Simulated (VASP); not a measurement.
# Shielding tensors and field gradients of La2O3, part 4 of 7

Aim: NMR shielding tensors and field gradients of La2O3. The cell has space group P-3m1, a computed entry that need not be the common form of this compound. The start is a computed cell from the Materials Project.

VASP 6.6.1, plane waves and PAW; the level of theory is named at each step.

So far. Step 2 (Relaxation): At PBE, with these data sets, the largest force is down to 0.0076 eV/Å. Step 3 (Ground state): The cell has a gap of 3.91 eV on this mesh. Spin-orbit coupling is left out, which can shift or reorder these edges.

## (5) Another functional (continued)

Level of this step: chemical shifts by linear response (GIPAW), LDA; plane waves and PAW (La, O) (VASP).

Valence and core; the G = 0 term is that of a spherical sample. NMR shielding, by row:

```tsv
atom	isotropic shielding (ppm)	span (ppm)	skew	isotropic shielding without the G = 0 term (ppm)
La1	3661	545.7	-1	3647
La2	3661	545.7	-1	3647
O3	-479.4	204.1	-0.9998	-493.2
O4	-479.4	204.1	-0.9998	-493.2
O5	-392.8	98.93	0.9996	-406.6
```

Ordered as |Vzz| ≥ |Vxx| ≥ |Vyy|, the program's way. Electric field gradients, by row:

```tsv
atom	Vxx (V/Å²)	Vyy (V/Å²)	Vzz (V/Å²)	asymmetry
La1	-57.53	-57.53	115.1	0
La2	-57.53	-57.53	115.1	0
O3	-4.545	-4.545	9.09	0
O4	-4.545	-4.545	9.09	0
O5	4.146	4.146	-8.292	0
```

Against the first shielding run the largest change is -55.5 ppm, on La1.

## (6) Lower cutoff

This step: chemical shifts by linear response (GIPAW), PBE; plane waves and PAW (La, O) (VASP 6.6.1).

A lower cutoff shows what can be saved.

Contents of INCAR:

```
SYSTEM = La2O3
PREC = Accurate
ENCUT = 400
EDIFF = 1E-09
NELM = 100
ISMEAR = 0
SIGMA = 0.01
LREAL = .FALSE.
ALGO = Normal
GGA = PE
NBANDS = 26
LASPH = .TRUE.
LWAVE = .FALSE.
LCHARG = .FALSE.
KPAR = 2
LCHIMAG = .TRUE.
LEFG = .TRUE.
DQ = 0.001
ICHIBARE = 1
LNMR_SYM_RED = .TRUE.
```

Contents of POSCAR:

```
La2O3
1.0
    3.9307778780      0.0000000000      0.0000000000
   -1.9653889390      3.4041534990      0.0000000000
    0.0000000000      0.0000000000      6.1119535200
La O
2 3
Direct
    0.6666666700      0.3333333300      0.7537901409
    0.3333333300      0.6666666700      0.2462098591
    0.6666666700      0.3333333300      0.3540179778
    0.3333333300      0.6666666700      0.6459820222
    0.0000000000      0.0000000000      0.0000000000
```

Contents of KPOINTS:

```
Automatic mesh
0
Gamma
6 6 4
0 0 0
```

The projector-augmented-wave data sets are La and O (PBE family, release 64).

Run with:

```console
mpirun -np 2 vasp_std
```

Output:

```text
[... set-up lines as in an earlier step ...]
 entering main loop
       N       E                     dE             d eps       ncg     rms          rms(c)
DAV:   1     0.443876884698E+03    0.44388E+03   -0.13209E+04  1288   0.189E+03
DAV:   2     0.776153275454E+02   -0.36626E+03   -0.35734E+03  1768   0.366E+02
DAV:   3    -0.322163623130E+02   -0.10983E+03   -0.10774E+03  2144   0.186E+02
DAV:   4    -0.464371370556E+02   -0.14221E+02   -0.14202E+02  2116   0.741E+01
DAV:   5    -0.474227612325E+02   -0.98562E+00   -0.98509E+00  2144   0.234E+01    0.146E+01
DAV:   6    -0.419027381760E+02    0.55200E+01   -0.48648E+01  1968   0.394E+01    0.741E+00
DAV:   7    -0.418778940263E+02    0.24844E-01   -0.50973E+00  2408   0.217E+01    0.350E+00
DAV:   8    -0.418704810126E+02    0.74130E-02   -0.50091E-01  2160   0.580E+00    0.119E+00
DAV:   9    -0.418678078703E+02    0.26731E-02   -0.81866E-02  2216   0.232E+00    0.361E-01
DAV:  10    -0.418701941704E+02   -0.23863E-02   -0.31202E-02  2120   0.115E+00    0.178E-01
DAV:  11    -0.418712098084E+02   -0.10156E-02   -0.99692E-03  2224   0.737E-01    0.132E-01
DAV:  12    -0.418713762642E+02   -0.16646E-03   -0.23342E-03  1832   0.317E-01    0.543E-02
DAV:  13    -0.418714232317E+02   -0.46967E-04   -0.11029E-03  2240   0.223E-01    0.218E-02
DAV:  14    -0.418714284186E+02   -0.51870E-05   -0.11236E-04  1984   0.849E-02    0.680E-03
DAV:  15    -0.418714285272E+02   -0.10857E-06   -0.14539E-05  2200   0.305E-02    0.284E-03
DAV:  16    -0.418714284641E+02    0.63135E-07   -0.22728E-06  2064   0.108E-02    0.165E-03
DAV:  17    -0.418714285320E+02   -0.67904E-07   -0.37312E-07  2352   0.516E-03    0.946E-04
DAV:  18    -0.418714285158E+02    0.16199E-07   -0.40183E-08  1992   0.147E-03    0.548E-04
DAV:  19    -0.418714285022E+02    0.13554E-07   -0.41460E-08  2008   0.126E-03    0.991E-05
DAV:  20    -0.418714285057E+02   -0.34861E-08   -0.62641E-09  1856   0.656E-04    0.105E-04
DAV:  21    -0.418714285064E+02   -0.68212E-09   -0.51831E-10  1216   0.325E-04
ion   1
     0.0000000    -0.0000000    -0.0000000     0.5609283     0.0000000    -0.0000000
     0.0000602    -0.0000000    -0.0000000     0.5609283     0.0000000    -0.0000000
     0.0000829    -0.0000000    -0.0000000     0.5609283     0.0000000    -0.0000000
     0.0001141    -0.0000000    -0.0000000     0.5609283     0.0000000    -0.0000000
     0.0001572    -0.0000000    -0.0000000     0.5609282     0.0000000    -0.0000000

     0.0000000    -0.0000000     0.0000000   -89.4975857     0.0000000    -0.0000001
     0.0000602    -0.0000000     0.0000000   -89.4719567     0.0000000    -0.0000001
     0.0000829    -0.0000000     0.0000000   -89.4588712     0.0000000    -0.0000001
     0.0001141    -0.0000000     0.0000000   -89.4383783     0.0000000    -0.0000001
     0.0001572    -0.0000000     0.0000000   -89.4064244     0.0000000    -0.0000001

ion   2
     0.0000000    -0.0000000    -0.0000000     0.5609283    -0.0000000    -0.0000000
     0.0000602    -0.0000000    -0.0000000     0.5609283    -0.0000000    -0.0000000
     0.0000829    -0.0000000    -0.0000000     0.5609283    -0.0000000    -0.0000000
     0.0001141    -0.0000000    -0.0000000     0.5609283    -0.0000000    -0.0000000
     0.0001572    -0.0000000    -0.0000000     0.5609282    -0.0000000    -0.0000000

     0.0000000    -0.0000000     0.0000000   -89.4975857    -0.0000000    -0.0000001
     0.0000602    -0.0000000     0.0000000   -89.4719567    -0.0000000    -0.0000001
     0.0000829    -0.0000000     0.0000000   -89.4588712    -0.0000000    -0.0000001
     0.0001141    -0.0000000     0.0000000   -89.4383783    -0.0000000    -0.0000001
     0.0001572    -0.0000000     0.0000000   -89.4064244    -0.0000000    -0.0000001

ion   3
     0.0000000    -0.0000000    -0.0000000    -2.7134240    -0.0000000    -0.0000000
     0.0000293    -0.0000000    -0.0000000    -2.7134239    -0.0000000    -0.0000000
     0.0000403    -0.0000000    -0.0000000    -2.7134239    -0.0000000    -0.0000000
     0.0000555    -0.0000000    -0.0000000    -2.7134239    -0.0000000    -0.0000000
     0.0000765    -0.0000000    -0.0000000    -2.7134238    -0.0000000    -0.0000000

     0.0000000    -0.0000000    -0.0000000    -7.3960381    -0.0000000    -0.0000000
     0.0000293    -0.0000000    -0.0000000    -7.3960363    -0.0000000    -0.0000000
     0.0000403    -0.0000000    -0.0000000    -7.3960351    -0.0000000    -0.0000000
     0.0000555    -0.0000000    -0.0000000    -7.3960331    -0.0000000    -0.0000000
     0.0000765    -0.0000000    -0.0000000    -7.3960297    -0.0000000    -0.0000000

ion   4
     0.0000000    -0.0000000    -0.0000000    -2.7134240    -0.0000000    -0.0000000
     0.0000293    -0.0000000    -0.0000000    -2.7134239    -0.0000000    -0.0000000
     0.0000403    -0.0000000    -0.0000000    -2.7134239    -0.0000000    -0.0000000
     0.0000555    -0.0000000    -0.0000000    -2.7134239    -0.0000000    -0.0000000
     0.0000765    -0.0000000    -0.0000000    -2.7134238    -0.0000000    -0.0000000

     0.0000000    -0.0000000    -0.0000000    -7.3960381    -0.0000000    -0.0000000
     0.0000293    -0.0000000    -0.0000000    -7.3960363    -0.0000000    -0.0000000
     0.0000403    -0.0000000    -0.0000000    -7.3960351    -0.0000000    -0.0000000
     0.0000555    -0.0000000    -0.0000000    -7.3960331    -0.0000000    -0.0000000
     0.0000765    -0.0000000    -0.0000000    -7.3960297    -0.0000000    -0.0000000

ion   5
     0.0000000    -0.0000000    -0.0000000     2.3622856     0.0000000    -0.0000000
     0.0000293    -0.0000000    -0.0000000     2.3622856     0.0000000    -0.0000000
     0.0000403    -0.0000000    -0.0000000     2.3622856     0.0000000    -0.0000000
     0.0000555    -0.0000000    -0.0000000     2.3622855     0.0000000    -0.0000000
     0.0000765    -0.0000000    -0.0000000     2.3622855     0.0000000    -0.0000000

     0.0000000    -0.0000000    -0.0000000     6.9922959     0.0000000    -0.0000000
     0.0000293    -0.0000000    -0.0000000     6.9922941     0.0000000    -0.0000000
     0.0000403    -0.0000000    -0.0000000     6.9922930     0.0000000    -0.0000000
     0.0000555    -0.0000000    -0.0000000     6.9922910     0.0000000    -0.0000000
     0.0000765    -0.0000000    -0.0000000     6.9922876     0.0000000    -0.0000000

   1 F= -.41871429E+02 E0= -.41871429E+02  d E =-.500779E-38
DAV:   1    -0.156004926562E+03   -0.15600E+03   -0.11086E-07  1208   0.136E-04
DAV:   2    -0.156004926562E+03   -0.37744E-10   -0.93236E-11  1168   0.120E-04
BDIR= 1  IDIR= 2  IQ= -1
DAV:   1    -0.312018955418E+03   -0.31202E+03   -0.42731E-02  2606   0.110E+00
[...]
BDIR= 3  IDIR= 1  IQ=  1
DAV:   1    -0.312007422868E+03   -0.31201E+03   -0.42770E-02  2608   0.110E+00
DAV:   2    -0.312008345520E+03   -0.92265E-03   -0.92265E-03  4752   0.887E-01
DAV:   3    -0.312008386054E+03   -0.40534E-04   -0.40534E-04  4032   0.113E-01
DAV:   4    -0.312008391294E+03   -0.52396E-05   -0.52396E-05  4680   0.544E-02
DAV:   5    -0.312008391595E+03   -0.30149E-06   -0.30152E-06  4088   0.998E-03
DAV:   6    -0.312008391628E+03   -0.32718E-07   -0.32732E-07  4616   0.374E-03
DAV:   7    -0.312008391631E+03   -0.26265E-08   -0.25368E-08  4152   0.887E-04
DAV:   8    -0.312008391631E+03   -0.16206E-09   -0.20711E-09  3072   0.323E-04
       N       E                     dE             d eps       ncg     rms
RMM:   1    -0.994961123686E+02   -0.99496E+02   -0.13783E+02  2944   0.453E+02
RMM:   2    -0.141535468758E+03   -0.42039E+02   -0.12736E+02  5290   0.426E+01
RMM:   3    -0.144044710772E+03   -0.25092E+01   -0.80003E+00  5813   0.978E+00
RMM:   4    -0.144356237211E+03   -0.31153E+00   -0.80135E-01  5795   0.269E+00
RMM:   5    -0.144384292405E+03   -0.28055E-01   -0.11755E-01  5751   0.940E-01
RMM:   6    -0.144387809919E+03   -0.35175E-02   -0.12324E-02  5854   0.323E-01
RMM:   7    -0.144388309849E+03   -0.49993E-03   -0.27651E-03  5852   0.121E-01
RMM:   8    -0.144388386870E+03   -0.77021E-04   -0.27942E-04  5820   0.423E-02
RMM:   9    -0.144388399954E+03   -0.13084E-04   -0.79046E-05  5741   0.164E-02
RMM:  10    -0.144388402359E+03   -0.24049E-05   -0.77387E-06  5334   0.590E-03
RMM:  11    -0.144388402744E+03   -0.38427E-06   -0.24643E-06  4938   0.233E-03
RMM:  12    -0.144388402816E+03   -0.72317E-07   -0.21375E-07  4032   0.874E-04
RMM:  13    -0.144388402829E+03   -0.12678E-07   -0.81684E-08  3323   0.368E-04
RMM:  14    -0.144388402830E+03   -0.19141E-08   -0.58971E-09  2689   0.163E-04
RMM:  15    -0.144388402831E+03   -0.36857E-09   -0.21231E-09  2212   0.916E-05
BDIR= 3  IDIR= 2  IQ= -1
DAV:   1    -0.312018955418E+03   -0.31202E+03   -0.42731E-02  2606   0.110E+00
DAV:   2    -0.312019882544E+03   -0.92713E-03   -0.92713E-03  4752   0.893E-01
DAV:   3    -0.312019920908E+03   -0.38364E-04   -0.38364E-04  3942   0.114E-01
DAV:   4    -0.312019926353E+03   -0.54444E-05   -0.54444E-05  4680   0.570E-02
DAV:   5    -0.312019926627E+03   -0.27432E-06   -0.27428E-06  4040   0.996E-03
DAV:   6    -0.312019926656E+03   -0.29020E-07   -0.29097E-07  4680   0.379E-03
DAV:   7    -0.312019926658E+03   -0.22340E-08   -0.21862E-08  4112   0.843E-04
DAV:   8    -0.312019926658E+03   -0.20981E-09   -0.19438E-09  3064   0.317E-04
       N       E                     dE             d eps       ncg     rms
RMM:   1    -0.996437587056E+02   -0.99644E+02   -0.13933E+02  2941   0.453E+02
RMM:   2    -0.141587435358E+03   -0.41944E+02   -0.12712E+02  5265   0.424E+01
RMM:   3    -0.144066487048E+03   -0.24791E+01   -0.80397E+00  5758   0.978E+00
RMM:   4    -0.144372200937E+03   -0.30571E+00   -0.79693E-01  5694   0.271E+00
RMM:   5    -0.144399963780E+03   -0.27763E-01   -0.11651E-01  5724   0.946E-01
RMM:   6    -0.144403409130E+03   -0.34453E-02   -0.12081E-02  5754   0.325E-01
RMM:   7    -0.144403908352E+03   -0.49922E-03   -0.28239E-03  5806   0.121E-01
RMM:   8    -0.144403980124E+03   -0.71772E-04   -0.24720E-04  5564   0.425E-02
RMM:   9    -0.144403993719E+03   -0.13595E-04   -0.86728E-05  5459   0.169E-02
RMM:  10    -0.144403995852E+03   -0.21331E-05   -0.71410E-06  5030   0.610E-03
RMM:  11    -0.144403996262E+03   -0.41032E-06   -0.26467E-06  4730   0.249E-03
RMM:  12    -0.144403996333E+03   -0.70319E-07   -0.25635E-07  3960   0.953E-04
RMM:  13    -0.144403996347E+03   -0.13812E-07   -0.83846E-08  3273   0.402E-04
RMM:  14    -0.144403996349E+03   -0.23030E-08   -0.84564E-09  2654   0.178E-04
RMM:  15    -0.144403996349E+03   -0.44696E-09   -0.27145E-09  2180   0.988E-05
BDIR= 3  IDIR= 2  IQ=  0
DAV:   1    -0.312009847091E+03   -0.31201E+03   -0.55189E-10  2384   0.283E-04
DAV:   2    -0.312009847091E+03   -0.11374E-09   -0.20549E-10  2304   0.252E-04
       N       E                     dE             d eps       ncg     rms
RMM:   1    -0.996427115508E+02   -0.99643E+02   -0.13926E+02  2942   0.453E+02
RMM:   2    -0.141587449443E+03   -0.41945E+02   -0.12711E+02  5264   0.424E+01
RMM:   3    -0.144066286946E+03   -0.24788E+01   -0.80360E+00  5761   0.978E+00
RMM:   4    -0.144371668248E+03   -0.30538E+00   -0.79432E-01  5705   0.271E+00
RMM:   5    -0.144399420716E+03   -0.27752E-01   -0.11672E-01  5720   0.945E-01
RMM:   6    -0.144402840529E+03   -0.34198E-02   -0.12004E-02  5764   0.324E-01
RMM:   7    -0.144403343554E+03   -0.50303E-03   -0.28300E-03  5788   0.121E-01
RMM:   8    -0.144403415089E+03   -0.71535E-04   -0.24757E-04  5574   0.423E-02
RMM:   9    -0.144403428478E+03   -0.13388E-04   -0.84926E-05  5437   0.167E-02
RMM:  10    -0.144403430574E+03   -0.20963E-05   -0.69393E-06  5017   0.609E-03
RMM:  11    -0.144403430980E+03   -0.40633E-06   -0.26257E-06  4730   0.248E-03
RMM:  12    -0.144403431049E+03   -0.68129E-07   -0.24093E-07  3936   0.941E-04
RMM:  13    -0.144403431062E+03   -0.13136E-07   -0.80313E-08  3239   0.393E-04
RMM:  14    -0.144403431064E+03   -0.21379E-08   -0.74108E-09  2626   0.173E-04
RMM:  15    -0.144403431064E+03   -0.40689E-09   -0.25516E-09  2151   0.971E-05
BDIR= 3  IDIR= 2  IQ=  1
DAV:   1    -0.311998779331E+03   -0.31200E+03   -0.42730E-02  2612   0.110E+00
DAV:   2    -0.311999707736E+03   -0.92840E-03   -0.92840E-03  4736   0.893E-01
DAV:   3    -0.311999746714E+03   -0.38978E-04   -0.38978E-04  4038   0.115E-01
DAV:   4    -0.311999751759E+03   -0.50443E-05   -0.50443E-05  4600   0.541E-02
DAV:   5    -0.311999752048E+03   -0.28933E-06   -0.28936E-06  4152   0.102E-02
DAV:   6    -0.311999752078E+03   -0.29759E-07   -0.29800E-07  4584   0.371E-03
DAV:   7    -0.311999752080E+03   -0.24048E-08   -0.22816E-08  4160   0.882E-04
DAV:   8    -0.311999752080E+03   -0.99078E-10   -0.18777E-09  3056   0.328E-04
       N       E                     dE             d eps       ncg     rms
RMM:   1    -0.997081653728E+02   -0.99708E+02   -0.13987E+02  2943   0.453E+02
RMM:   2    -0.141621551810E+03   -0.41913E+02   -0.12705E+02  5266   0.424E+01
RMM:   3    -0.144073011671E+03   -0.24515E+01   -0.78318E+00  5764   0.974E+00
RMM:   4    -0.144371223084E+03   -0.29821E+00   -0.78086E-01  5696   0.270E+00
RMM:   5    -0.144398440831E+03   -0.27218E-01   -0.11564E-01  5715   0.943E-01
RMM:   6    -0.144401815299E+03   -0.33745E-02   -0.11730E-02  5764   0.325E-01
RMM:   7    -0.144402311416E+03   -0.49612E-03   -0.27924E-03  5785   0.121E-01
RMM:   8    -0.144402381071E+03   -0.69654E-04   -0.23680E-04  5580   0.423E-02
RMM:   9    -0.144402394008E+03   -0.12938E-04   -0.80652E-05  5449   0.166E-02
RMM:  10    -0.144402395931E+03   -0.19228E-05   -0.62560E-06  5038   0.595E-03
RMM:  11    -0.144402396276E+03   -0.34456E-06   -0.22441E-06  4746   0.240E-03
RMM:  12    -0.144402396333E+03   -0.57163E-07   -0.19746E-07  3966   0.915E-04
RMM:  13    -0.144402396344E+03   -0.11136E-07   -0.66557E-08  3264   0.384E-04
RMM:  14    -0.144402396346E+03   -0.17239E-08   -0.58554E-09  2639   0.169E-04
RMM:  15    -0.144402396346E+03   -0.33981E-09   -0.20476E-09  2169   0.949E-05
       N       E                     dE             d eps       ncg     rms
RLQ:   1    -0.580846440956E+01   -0.58085E+01   -0.14630E+03  2449   0.763E+02
RLQ:   2    -0.806306399256E+01   -0.22546E+01   -0.25482E+00  5249   0.669E+00
RLQ:   3    -0.815895258304E+01   -0.95889E-01   -0.23258E-01  5512   0.123E+00
RLQ:   4    -0.816511238711E+01   -0.61598E-02   -0.12132E-02  5656   0.253E-01
RLQ:   5    -0.816547568114E+01   -0.36329E-03   -0.96019E-04  5645   0.637E-02
RLQ:   6    -0.816550125657E+01   -0.25575E-04   -0.70653E-05  5594   0.166E-02
RLQ:   7    -0.816550296305E+01   -0.17065E-05   -0.49662E-06  5165   0.414E-03
RLQ:   8    -0.816550315676E+01   -0.19371E-06   -0.65834E-07  4608   0.122E-03
RLQ:   9    -0.816550317683E+01   -0.20065E-07   -0.67145E-08  3796   0.392E-04
RLQ:  10    -0.816550317884E+01   -0.20098E-08   -0.64798E-09  2568   0.134E-04
RLQ:  11    -0.816550317902E+01   -0.18362E-09   -0.67886E-10  1984   0.760E-05
```

Elapsed: 12 min, on 2 MPI ranks of Intel Xeon 6975P-C (Granite Rapids), shared host; peak memory 0.98 GiB.

From OUTCAR (step 6):

```text
   ENCUT  =  400.0 eV  29.40 Ry    5.42 a.u.   6.41  6.41  9.97*2*pi/ulx,y,z

   NELECT =      40.0000    total number of electrons

  Total       -1.0714490     -1.0714490     -0.9173885      0.0000000      0.0000000      0.0000000
  in kB      -20.9900956    -20.9900956    -17.9719910      0.0000000      0.0000000      0.0000000
  external PRESSURE =     -19.9840607 kB  Pullay stress =       0.0000000 kB

 POSITION                                       TOTAL-FORCE (eV/Angst)
 -----------------------------------------------------------------------------------
      1.96539      1.13472      4.60713        -0.000000      0.000000     -0.004209
     -0.00000      2.26944      1.50482        -0.000000      0.000000      0.004209
      1.96539      1.13472      2.16374        -0.000000      0.000000      0.003976
     -0.00000      2.26944      3.94821         0.000000     -0.000000     -0.003976
      0.00000      0.00000      0.00000         0.000000      0.000000      0.000000
 -----------------------------------------------------------------------------------
    total drift:                               -0.000000      0.000000      0.000000

 Electric field gradients after diagonalization (V/A^2)
 (convention: |V_zz| > |V_xx| > |V_yy|)
----------------------------------------------------------------------
 ion       V_xx      V_yy      V_zz     asymmetry (V_yy - V_xx)/ V_zz
----------------------------------------------------------------------
   1     -56.459   -56.458   112.916       0.000
   2     -56.459   -56.458   112.916       0.000
   3      -4.233    -4.229     8.463       0.000
   4      -4.233    -4.229     8.463       0.000
   5       4.413     4.404    -8.817       0.001
----------------------------------------------------------------------

  ORBITAL MAGNETIC SUSCEPTIBILITY, excluding core contribution
 -------------------------------------------------------------
  Approximate magnetic susceptibility, pGv (10^-6 cm^3/mole)
     1        -63.973327          0.000000          0.000000
     2          0.000000        -63.995736          1.291501
     3          0.000000          1.239532        -55.268839
 -------------------------------------------------------------
  Approximate magnetic susceptibility, vGv (10^-6 cm^3/mole)
     1        -38.519566          0.000000          0.000000
     2          0.000000        -38.737118          1.839263
     3          0.000000          1.790102        -27.234812

  BDIR labels direction of applied magnetic field (i.e. B0)
  For BDIR==1, B0 along x-axis, etc.
  Induced field listed along cartesian directions for each BDIR
 ------------------------------------------------------------------------------------------
                 EXCLUDING G=0 CONTRIBUTION              INCLUDING G=0 CONTRIBUTION
 ------------------------------------------------------------------------------------------
  ion  BDIR            X           Y           Z                X           Y           Z
          (   iso_shield        span        skew ) (   iso_shield        span        skew )
 ------------------------------------------------------------------------------------------
    1     1    3882.9854      0.0000      0.0000        3897.3229      0.0000      0.0000
          2       0.0000   3882.9742     -0.0061           0.0000   3897.3155     -0.2257
          3       0.0000      0.0103   3353.5084           0.0000     -0.2005   3366.3653
          (    3706.4893    529.4770     -1.0000 ) (    3720.3346    530.9577     -1.0000 )

    2     1    3882.9854      0.0000      0.0000        3897.3229      0.0000      0.0000
          2       0.0000   3882.9742     -0.0061           0.0000   3897.3155     -0.2257
          3       0.0000      0.0103   3353.5084           0.0000     -0.2005   3366.3653
          (    3706.4893    529.4770     -1.0000 ) (    3720.3346    530.9577     -1.0000 )

    3     1    -392.0317      0.0000      0.0000        -377.6942      0.0000      0.0000
          2       0.0000   -392.0282      0.0018           0.0000   -377.6869     -0.2179
          3       0.0000     -0.0002   -584.5856           0.0000     -0.2110   -571.7288
          (    -456.2152    192.5575     -1.0000 ) (    -442.3699    194.0424     -0.9999 )

    4     1    -392.0317      0.0000      0.0000        -377.6942      0.0000      0.0000
          2       0.0000   -392.0282      0.0018           0.0000   -377.6869     -0.2179
          3       0.0000     -0.0002   -584.5856           0.0000     -0.2110   -571.7288
          (    -456.2152    192.5575     -1.0000 ) (    -442.3699    194.0424     -0.9999 )

    5     1    -406.9400      0.0000      0.0000        -392.6025      0.0000      0.0000
          2       0.0000   -406.9409      0.0031           0.0000   -392.5996     -0.2166
          3       0.0000     -0.0004   -313.5469           0.0000     -0.2113   -300.6900
          (    -375.8093     93.3940      1.0000 ) (    -361.9641     91.9130      0.9999 )
 ------------------------------------------------------------------------------------------

[... 6 parts as in an earlier step ...]

[... 5 further parts left out ...]
```

The run converged; its settings lie outside those of the reference runs, so its numbers serve the comparison alone.

Against the sound run on this cell (sound settings) the energy at zero smearing moves by -10.2 meV an atom and the pressure by -3.55 GPa.

Settings moved from the usual: x = 1.

[end of part 4 of 7]

[Lines on the potential files, build, host, timing and source positions are cut from VASP's logs without a mark.]

[Logs are printed without paths, hosts, clocks, repeated set-up lines and the standing remarks that a program may print on its own settings, such as how far it seeks lower states.]

[Hosts, paths, dates, database ids (printed as entryN), source tags and the programs' standing remarks are cut or masked in the printed files.]
